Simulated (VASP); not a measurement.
# XPS shifts in HfW9, part 4 of 4

Which atoms of HfW9 bind their core electrons more tightly, and does the hole change the order?

VASP 6.6.1, plane waves and PAW; the level of theory is named at each step.

So far. Step 2 (Relaxation): The forces on the free atoms are under 0.05 eV/Å. Step 4 (Core hole, atom W5): This is the reference for holes on W.

## Step 5: Core hole, one more run

Level of this step: final-state core hole with the electron kept at the Fermi level, PBEsol; plane waves and PAW (W, Hf_sv_GW, W) (VASP).

A run with a slip in its input follows, to show how it looks in the output.

INCAR

```
SYSTEM = HfW9
PREC = Normal
ENCUT = 330
EDIFF = 1E-05
NELM = 60
ISMEAR = 0
SIGMA = 0.1
LREAL = Auto
ALGO = Fast
GGA = PS
NBANDS = 86
LASPH = .TRUE.
LWAVE = .FALSE.
LCHARG = .FALSE.
KPAR = 2
NCORE = 4
ICORELEVEL = 2
CLNT = 1
CLN = 7
CLL = 0
CLZ = 1
ISIF = 0
```

POSCAR

```
HfW9
1.0
    6.3400000000      0.0000000000      0.0000000000
    3.1700000000      4.4830569927      0.0000000000
    0.0000000000      0.0000000000     22.9661139854
W Hf W
1 2 17
Direct
    0.5000000000      0.5000000000      0.6881205560
    0.0000000000      0.0000000000      0.7024276770
    0.0000000000      0.0000000000      0.2975723230
    0.5000000000      0.0000000000      0.6874191750
    0.0000000000      0.5000000000      0.6881205560
    0.7544174564      0.4911650871      0.5969582290
    0.2455825436      0.5088349129      0.5969582290
    0.7489008457      0.0000000000      0.5953683832
    0.2510991543      0.0000000000      0.5953683832
    0.0000000000      0.0000000000      0.5000000000
    0.5000000000      0.0000000000      0.5000000000
    0.0000000000      0.5000000000      0.5000000000
    0.5000000000      0.5000000000      0.5000000000
    0.7544174564      0.4911650871      0.4030417710
    0.2455825436      0.5088349129      0.4030417710
    0.7489008457      0.0000000000      0.4046316168
    0.2510991543      0.0000000000      0.4046316168
    0.5000000000      0.0000000000      0.3125808250
    0.0000000000      0.5000000000      0.3118794440
    0.5000000000      0.5000000000      0.3118794440
```

KPOINTS

```
Automatic mesh
0
Gamma
5 5 1
0 0 0
```

PAW data sets: W, Hf_sv_GW and W (PBE family, release 64).

Started as:

```console
$ mpirun -np 8 vasp_std
```

The program printed:

```text
[... set-up lines as in an earlier step ...]
 entering main loop
       N       E                     dE             d eps       ncg     rms          rms(c)
DAV:   1     0.584197774428E+03    0.58420E+03   -0.45939E+04  3616   0.103E+03
DAV:   2    -0.185829027202E+03   -0.77003E+03   -0.70975E+03  2664   0.278E+02
DAV:   3    -0.325951342770E+03   -0.14012E+03   -0.13448E+03  4456   0.225E+02
DAV:   4    -0.333773791746E+03   -0.78224E+01   -0.72907E+01  2958   0.211E+01
DAV:   5    -0.335076590912E+03   -0.13028E+01   -0.12735E+01  4264   0.208E+01    0.231E+02
RMM:   6    -0.332828843786E+03    0.22477E+01   -0.11891E+02  4236   0.224E+01    0.155E+02
RMM:   7    -0.981033475855E+03   -0.64820E+03   -0.85731E+02  4342   0.886E+01    0.131E+02
RMM:   8    -0.558786218962E+03    0.42225E+03   -0.29789E+02  4365   0.489E+01    0.763E+01
RMM:   9    -0.483079863872E+03    0.75706E+02   -0.13019E+02  4361   0.212E+01    0.867E+01
RMM:  10    -0.650020082797E+03   -0.16694E+03   -0.27075E+02  4214   0.330E+01    0.117E+02
RMM:  11    -0.342635551177E+03    0.30738E+03   -0.16929E+02  4359   0.307E+01    0.454E+01
RMM:  12    -0.319927420073E+03    0.22708E+02   -0.70191E+01  4336   0.200E+01    0.320E+01
RMM:  13    -0.311784883157E+03    0.81425E+01   -0.53993E+01  4358   0.153E+01    0.298E+01
RMM:  14    -0.319722121721E+03   -0.79372E+01   -0.35300E+01  4365   0.117E+01    0.433E+01
RMM:  15    -0.315374021692E+03    0.43481E+01   -0.10138E+01  4355   0.801E+00    0.298E+01
RMM:  16    -0.313541548501E+03    0.18325E+01   -0.33848E+00  4346   0.509E+00    0.221E+01
RMM:  17    -0.312587919685E+03    0.95363E+00   -0.32981E+00  4259   0.359E+00    0.603E+00
RMM:  18    -0.312241254968E+03    0.34666E+00   -0.12152E+00  4339   0.247E+00    0.119E+01
RMM:  19    -0.312262210120E+03   -0.20955E-01   -0.88680E-01  4317   0.197E+00    0.685E+00
RMM:  20    -0.312736081549E+03   -0.47387E+00   -0.12927E+00  4308   0.218E+00    0.131E+01
RMM:  21    -0.312233779551E+03    0.50230E+00   -0.35702E-01  4254   0.174E+00    0.740E+00
RMM:  22    -0.312081031470E+03    0.15275E+00   -0.32771E-01  4340   0.110E+00    0.421E+00
RMM:  23    -0.312186748216E+03   -0.10572E+00   -0.30978E-01  4336   0.108E+00    0.384E+00
RMM:  24    -0.312087249843E+03    0.99498E-01   -0.96778E-02  4353   0.840E-01    0.269E+00
RMM:  25    -0.312104972094E+03   -0.17722E-01   -0.17610E-01  4329   0.729E-01    0.363E+00
RMM:  26    -0.312087748182E+03    0.17224E-01   -0.65447E-02  4345   0.556E-01    0.341E+00
RMM:  27    -0.312045076608E+03    0.42672E-01   -0.73763E-02  4327   0.510E-01    0.206E+00
RMM:  28    -0.312081146182E+03   -0.36070E-01   -0.61494E-02  4353   0.502E-01    0.271E+00
RMM:  29    -0.312054631252E+03    0.26515E-01   -0.14903E-02  4223   0.332E-01    0.181E+00
RMM:  30    -0.312040162857E+03    0.14468E-01   -0.10919E-02  4096   0.214E-01    0.666E-01
[...]
RMM:  36    -0.312043275131E+03    0.17760E-02   -0.12303E-03  3718   0.751E-02    0.653E-01
RMM:  37    -0.312041805435E+03    0.14697E-02   -0.14678E-03  3952   0.954E-02    0.400E-01
RMM:  38    -0.312041947627E+03   -0.14219E-03   -0.88155E-04  3959   0.883E-02    0.328E-01
RMM:  39    -0.312041914355E+03    0.33272E-04   -0.69929E-04  3600   0.676E-02    0.289E-01
RMM:  40    -0.312041687853E+03    0.22650E-03   -0.10390E-03  3856   0.101E-01    0.232E-01
RMM:  41    -0.312041676714E+03    0.11139E-04   -0.45587E-04  3672   0.736E-02    0.154E-01
RMM:  42    -0.312041723329E+03   -0.46615E-04   -0.37202E-04  3011   0.573E-02    0.126E-01
RMM:  43    -0.312041822243E+03   -0.98914E-04   -0.18451E-04  2793   0.849E-02    0.156E-01
RMM:  44    -0.312041836771E+03   -0.14528E-04   -0.19194E-04  2949   0.794E-02    0.129E-01
RMM:  45    -0.312041838569E+03   -0.17975E-05   -0.14007E-04  3028   0.768E-02    0.100E-01
RMM:  46    -0.312041849967E+03   -0.11398E-04   -0.11906E-04  2531   0.473E-02    0.968E-02
RMM:  47    -0.312041857733E+03   -0.77661E-05   -0.70838E-05  2383   0.474E-02
   1 F= -.31204186E+03 E0= -.31199597E+03  d E =-.917781E-01
```

It took 4.5 min on 8 MPI ranks of AMD EPYC 7R43, shared host; peak memory 1.5 GiB; 36 min of CPU time.

Parts of OUTCAR (step 5):

```text
   NELECT =     133.0000    total number of electrons

 the core state eigenenergies are
   1-  1s -69460.5588  2s -11981.3019  2p -10474.8924  3s  -2754.1004  3p  -2308.2127
       3d  -1796.1560  4s   -562.6886  4p   -416.4819  4d   -231.3670  4f    -26.2742
       5s    -72.0214  5p    -36.1004
   2-  1s -65253.5166  2s -11151.9291  2p  -9789.1582  3s  -2535.2325  3p  -2128.3077
       3d  -1647.3841  4s   -504.7691  4p   -371.3210  4d   -199.0395  4f     -9.4327

   3-  1s -65253.7854  2s -11152.1932  2p  -9789.4233  3s  -2535.4775  3p  -2128.5526
       3d  -1647.6319  4s   -504.9827  4p   -371.5314  4d   -199.2459  4f     -9.6182

   4-  1s -69460.4915  2s -11981.2905  2p -10474.8816  3s  -2754.0344  3p  -2308.1466
       3d  -1796.1016  4s   -562.5508  4p   -416.3384  4d   -231.2194  4f    -26.1214
       5s    -71.8371  5p    -36.0692
   5-  1s -69460.4474  2s -11981.2344  2p -10474.8266  3s  -2753.9706  3p  -2308.0828
       3d  -1796.0383  4s   -562.4752  4p   -416.2614  4d   -231.1407  4f    -26.0378
       5s    -71.7317  5p    -35.9548
   6-  1s -69460.6206  2s -11981.4484  2p -10475.0371  3s  -2754.2070  3p  -2308.3191
       3d  -1796.2735  4s   -562.7447  4p   -416.5346  4d   -231.4191  4f    -26.3308
       5s    -72.0898  5p    -36.3456
   7-  1s -69460.6206  2s -11981.4484  2p -10475.0371  3s  -2754.2070  3p  -2308.3191
       3d  -1796.2735  4s   -562.7447  4p   -416.5346  4d   -231.4191  4f    -26.3308
       5s    -72.0898  5p    -36.3456
   8-  1s -69460.8578  2s -11981.6732  2p -10475.2636  3s  -2754.4076  3p  -2308.5196
       3d  -1796.4774  4s   -562.9084  4p   -416.6945  4d   -231.5745  4f    -26.4711
       5s    -72.1585  5p    -36.3739
   9-  1s -69460.8578  2s -11981.6732  2p -10475.2636  3s  -2754.4076  3p  -2308.5196
       3d  -1796.4774  4s   -562.9084  4p   -416.6945  4d   -231.5745  4f    -26.4711
       5s    -72.1585  5p    -36.3739
  10-  1s -69460.9027  2s -11981.7144  2p -10475.3052  3s  -2754.4442  3p  -2308.5562
       3d  -1796.5145  4s   -562.9380  4p   -416.7233  4d   -231.6024  4f    -26.4963
       5s    -72.1709  5p    -36.3812
  11-  1s -69460.8953  2s -11981.7079  2p -10475.2986  3s  -2754.4376  3p  -2308.5496
       3d  -1796.5080  4s   -562.9313  4p   -416.7166  4d   -231.5957  4f    -26.4896
       5s    -72.1640  5p    -36.3741
  12-  1s -69461.0042  2s -11981.8128  2p -10475.4039  3s  -2754.5362  3p  -2308.6482
       3d  -1796.6074  4s   -563.0204  4p   -416.8047  4d   -231.6825  4f    -26.5723
[...]
3d  -1796.1268  4s   -562.5536  4p   -416.3388  4d   -231.2167  4f    -26.1100
       5s    -71.7866  5p    -36.0036

 E-fermi :   1.8241

 k-point     1 :       0.0000    0.0000    0.0000
  band No.  band energies     occupation
    ...
     58       1.0231      2.00000
     59       1.1703      2.00000
     60       1.5524      1.99988
     61       1.5788      1.99948
     62       1.7876      1.39459
     63       2.0861      0.00021
     64       2.2911      0.00000
     65       2.4790      0.00000
     66       2.4959      0.00000
     67       2.5291      0.00000
    ...

 POSITION                                       TOTAL-FORCE (eV/Angst)
 -----------------------------------------------------------------------------------
      4.75500      2.24153     15.80346         0.000000      0.000000      3.765849
      0.00000      0.00000     16.13203         0.000000      0.000000      0.571585
      0.00000      0.00000      6.83408         0.000000      0.000000      0.113695
      3.17000      0.00000     15.78735         0.000000      0.000000      0.378512
      1.58500      2.24153     15.80346         0.000000      0.000000     -0.067999
      6.34000      2.20192     13.70981         1.405002      0.121942     -1.901409
      3.17000      2.28114     13.70981        -1.405002     -0.121942     -1.901409
      4.74803      0.00000     13.67330        -0.036038     -0.305394     -0.355575
      1.59197      0.00000     13.67330         0.036038      0.305394     -0.355575
      0.00000      0.00000     11.48306         0.000000      0.000000     -0.038483
      3.17000      0.00000     11.48306         0.000000      0.000000      0.003216
      1.58500      2.24153     11.48306         0.000000      0.000000     -0.003281
      4.75500      2.24153     11.48306         0.000000      0.000000     -0.049847
      6.34000      2.20192      9.25630        -0.011741      0.149512      0.010208
      3.17000      2.28114      9.25630         0.011741     -0.149512      0.010208
      4.74803      0.00000      9.29282         0.007714      0.003096     -0.034153
      1.59197      0.00000      9.29282        -0.007714     -0.003096     -0.034153
      3.17000      0.00000      7.17877         0.000000      0.000000     -0.197989
      1.58500      2.24153      7.16266         0.000000      0.000000      0.038359
      4.75500      2.24153      7.16266         0.000000      0.000000      0.048242
 -----------------------------------------------------------------------------------
    total drift:                                0.000000     -0.000000     -0.031394

  FREE ENERGIE OF THE ION-ELECTRON SYSTEM (eV)
  ---------------------------------------------------
  free  energy   TOTEN  =      -312.0418577333 eV

  energy  without entropy=     -311.9500796655  energy(sigma->0) =     -311.99596870

[... 8 parts as in an earlier step ...]

[... 7 further parts left out ...]
```

The run ended without an error. The slip: shell not in the core; the shell asked for isn't a core shell of this data set. It isn't used below.

## Step 6: Core hole, atom W4

The same hole on the next atom.

INCAR: that of step 5 with these lines changed.

```diff
@@ -4,3 +4,3 @@
 EDIFF = 1E-05
-NELM = 60
+NELM = 120
 ISMEAR = 0
@@ -18,4 +18,4 @@
 CLNT = 1
-CLN = 7
-CLL = 0
+CLN = 4
+CLL = 3
 CLZ = 1
```

POSCAR: that of step 5 with these lines changed.

```diff
@@ -8,3 +8,3 @@
 Direct
-    0.5000000000      0.5000000000      0.6881205560
+    0.0000000000      0.5000000000      0.6881205560
     0.0000000000      0.0000000000      0.7024276770
@@ -12,3 +12,3 @@
     0.5000000000      0.0000000000      0.6874191750
-    0.0000000000      0.5000000000      0.6881205560
+    0.5000000000      0.5000000000      0.6881205560
     0.7544174564      0.4911650871      0.5969582290
```

KPOINTS is that of step 5.

Started as:

```console
$ mpirun -np 8 vasp_std
```

The program printed:

```text
[... set-up lines as in an earlier step ...]
 entering main loop
       N       E                     dE             d eps       ncg     rms          rms(c)
DAV:   1     0.642288714646E+03    0.64229E+03   -0.44981E+04  2420   0.902E+02
DAV:   2    -0.232561477278E+03   -0.87485E+03   -0.83782E+03  2832   0.276E+02
DAV:   3    -0.320271145826E+03   -0.87710E+02   -0.84936E+02  2920   0.859E+01
DAV:   4    -0.324982618728E+03   -0.47115E+01   -0.46538E+01  3440   0.181E+01
[...]
RMM:  49    -0.296370653185E+03   -0.78382E-04   -0.98094E-05  2774   0.164E-02    0.108E-01
RMM:  50    -0.296370686318E+03   -0.33133E-04   -0.28298E-05  2004   0.114E-02    0.668E-02
RMM:  51    -0.296370685095E+03    0.12233E-05   -0.20584E-05  1807   0.978E-03
   1 F= -.29637069E+03 E0= -.29633285E+03  d E =-.756657E-01
```

Elapsed: 4.8 min, on 8 MPI ranks; peak memory 1.5 GiB.

From OUTCAR (step 6):

```text
 POSITION                                       TOTAL-FORCE (eV/Angst)
 -----------------------------------------------------------------------------------
      1.58500      2.24153     15.80346         0.000000     -0.000000     -1.140280
      0.00000      0.00000     16.13203         0.000000     -0.000000      0.082492
      0.00000      0.00000      6.83408         0.000000     -0.000000      0.198364
      3.17000      0.00000     15.78735         0.000000     -0.000000      0.139690
      4.75500      2.24153     15.80346         0.000000     -0.000000     -0.190107
      6.34000      2.20192     13.70981         0.063360      0.155218      0.497374
      3.17000      2.28114     13.70981        -0.063360     -0.155218      0.497374
      4.74803      0.00000     13.67330        -0.001671      0.048601      0.030722
      1.59197      0.00000     13.67330         0.001671     -0.048601      0.030722
      0.00000      0.00000     11.48306         0.000000     -0.000000      0.032733
      3.17000      0.00000     11.48306         0.000000     -0.000000      0.063995
      1.58500      2.24153     11.48306         0.000000     -0.000000      0.072291
      4.75500      2.24153     11.48306         0.000000     -0.000000     -0.027663
      6.34000      2.20192      9.25630         0.012167      0.161013      0.050265
[...]
-----------------------------------------------------------------------------------
    total drift:                                0.000000     -0.000000     -0.011613

  FREE ENERGIE OF THE ION-ELECTRON SYSTEM (eV)
  ---------------------------------------------------
  free  energy   TOTEN  =      -296.3706850951 eV

  energy  without entropy=     -296.2950194413  energy(sigma->0) =     -296.33285227

[... 2 parts as in an earlier step ...]

[... 1 further part left out ...]
[key lines of the parts left out:]
E-fermi :   1.6571
```

Against the hole on W5 the energy differs by +0.00 eV.

## Step 7: Core hole, atom W6

The same hole on the next atom.

INCAR is that of step 6.

POSCAR: that of step 6 with these lines changed.

```diff
@@ -8,3 +8,3 @@
 Direct
-    0.0000000000      0.5000000000      0.6881205560
+    0.7544174564      0.4911650871      0.5969582290
     0.0000000000      0.0000000000      0.7024276770
@@ -12,4 +12,4 @@
     0.5000000000      0.0000000000      0.6874191750
+    0.0000000000      0.5000000000      0.6881205560
     0.5000000000      0.5000000000      0.6881205560
-    0.7544174564      0.4911650871      0.5969582290
     0.2455825436      0.5088349129      0.5969582290
```

KPOINTS is that of step 6.

Started as:

```console
$ mpirun -np 8 vasp_std
```

The program printed:

```text
[... set-up lines as in an earlier step ...]
 entering main loop
       N       E                     dE             d eps       ncg     rms          rms(c)
DAV:   1     0.650693515413E+03    0.65069E+03   -0.45210E+04  1668   0.904E+02
DAV:   2    -0.230484041912E+03   -0.88118E+03   -0.84357E+03  1986   0.277E+02
DAV:   3    -0.317203574546E+03   -0.86720E+02   -0.83458E+02  1992   0.857E+01
DAV:   4    -0.322481359452E+03   -0.52778E+01   -0.51851E+01  2392   0.186E+01
[...]
RMM:  36    -0.295754210641E+03   -0.35269E-04   -0.20781E-05  1321   0.887E-03    0.589E-02
RMM:  37    -0.295754226755E+03   -0.16114E-04   -0.10690E-05  1289   0.632E-03    0.401E-02
RMM:  38    -0.295754229971E+03   -0.32162E-05   -0.61111E-06  1254   0.503E-03
   1 F= -.29575423E+03 E0= -.29570577E+03  d E =-.969252E-01
```

Elapsed: 2.6 min, on 8 MPI ranks; peak memory 1.4 GiB.

OUTCAR, selected parts (step 7):

```text
 POSITION                                       TOTAL-FORCE (eV/Angst)
 -----------------------------------------------------------------------------------
      6.34000      2.20192     13.70981         0.000000     -0.075290      0.410774
      0.00000      0.00000     16.13203        -0.000000      0.020279      0.007541
      0.00000      0.00000      6.83408        -0.000000     -0.008848      0.078058
      3.17000      0.00000     15.78735        -0.000000      0.007832     -0.017460
      1.58500      2.24153     15.80346        -0.130463     -0.034062     -0.639419
      4.75500      2.24153     15.80346         0.130463     -0.034062     -0.639419
      3.17000      2.28114     13.70981        -0.000000     -0.146203      0.077992
      4.74803      0.00000     13.67330         0.009963      0.114047      0.064313
      1.59197      0.00000     13.67330        -0.009963      0.114047      0.064313
      0.00000      0.00000     11.48306         0.000000      0.059289      0.128058
      3.17000      0.00000     11.48306        -0.000000     -0.067848      0.186593
      1.58500      2.24153     11.48306        -0.064507      0.019714      0.204154
      4.75500      2.24153     11.48306         0.064507      0.019714      0.204154
      6.34000      2.20192      9.25630        -0.000000      0.142808      0.021466
[...]
-----------------------------------------------------------------------------------
    total drift:                               -0.000015     -0.003271      0.011409

  FREE ENERGIE OF THE ION-ELECTRON SYSTEM (eV)
  ---------------------------------------------------
  free  energy   TOTEN  =      -295.7542299710 eV

  energy  without entropy=     -295.6573047766  energy(sigma->0) =     -295.70576737

[... 2 parts as in an earlier step ...]

[... 1 further part left out ...]
[key lines of the parts left out:]
E-fermi :   1.6765
```

Against the hole on W5 the energy differs by +0.63 eV.

## Step 8: Summary

This step: core-level shifts, PBEsol; plane waves and PAW (VASP 6.6.1).

Derived from the runs above.

A positive shift is a higher binding energy. Cost is wall time times ranks on a shared host. Core-level shifts:

```
atom   region  shell  Kohn-Sham level below the Fermi level (eV)  initial-state shift (eV)  final-state shift (eV)  shifts are from  cost (core minutes)
  W5  layer 1     4f                                       27.94                         0                       0               W5                31.08
  W4  layer 1     4f                                       27.94                  -1.00e-4                 2.87e-4               W5                38.41
  W6  layer 2     4f                                       28.27                    0.3318                  0.6274               W5                20.55
```

## Step 9: Summary of results

```json
{
 "W6 4f (layer 2), from W5": "initial state +0.33 eV, final state +0.63 eV"
}
```

**Reading.** Against W5, W6 is shifted by +0.33 eV in the initial state and by +0.63 eV with the hole (energies extrapolated to zero smearing). W4 has the level of the reference atom in both states, as equivalent sites do. Only these atoms were given a hole, so other sites aren't ranked. The difference of the two pictures holds the screening of the hole, but also the cell's limits: holes repeat 5.5 Å apart, and the electron from the core stays in the cell, where it moves the Fermi energy by -0.03 to -0.01 eV, less than the shifts themselves. Cell size, mesh and smearing weren't varied between the hole runs, and no dipole correction was applied to the slab. On their mesh the free atoms carry forces of up to 0.21 eV/Å, since the relaxation used another. The other core electrons are frozen, spin-orbit splitting and multiplets are absent, and only shifts between atoms of one element are meaningful. Not tabulated here, as repeats of values shown or as unfit to read for their mesh, reference level or band range: core levels (core hole, core hole with a fault).

[Lines on the potential files, build, host, timing and source positions are cut from VASP's logs without a mark.]

[Logs are printed without paths, hosts, clocks, repeated set-up lines and the standing remarks that a program may print on its own settings, such as how far it seeks lower states.]

[Hosts, paths, dates, database ids (printed as entryN), source tags and the programs' standing remarks are cut or masked in the printed files.]
